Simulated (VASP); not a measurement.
Input of a VASP 6.6.1 run:

INCAR

```
SYSTEM = Bi
PREC = Accurate
ENCUT = 520
EDIFF = 1E-7
ISMEAR = -1
SIGMA = 0.05
LREAL = .FALSE.
LASPH = .TRUE.
NELM = 100
ALGO = Normal
ISIF = 2
LWAVE = .FALSE.
LCHARG = .FALSE.
LDIPOL = .TRUE.
IDIPOL = 3
DIPOL = 0.5 0.5 0.294
GGA = PE
NBANDS = 14
```

The input KPOINTS:

```
regular mesh
0
G
  9 9 1
  0 0 0
```

Contents of POSCAR:

```
Bi
1.0
    3.3013800000      0.0000000000      0.0000000000
   -1.6506900000      2.8590800000      0.0000000000
    0.0000000000      0.0000000000     23.8000000000
Bi
1
Direct
    0.0000000000      0.0000000000      0.2941200000
```

Potentials or basis: VASP PAW PBE potentials, release 64 (Bi_d).

Run with:

```console
$ cat potpaw_PBE.64/Bi_d/POTCAR > POTCAR
$ mpirun -np 1 vasp_std > vasp.out
```

(1) Predict the band gap on the k mesh.

Answers

(1) none (metal or under the smearing width).

Caveat: spin-orbit coupling is left out, which moves the levels of the heavy elements.
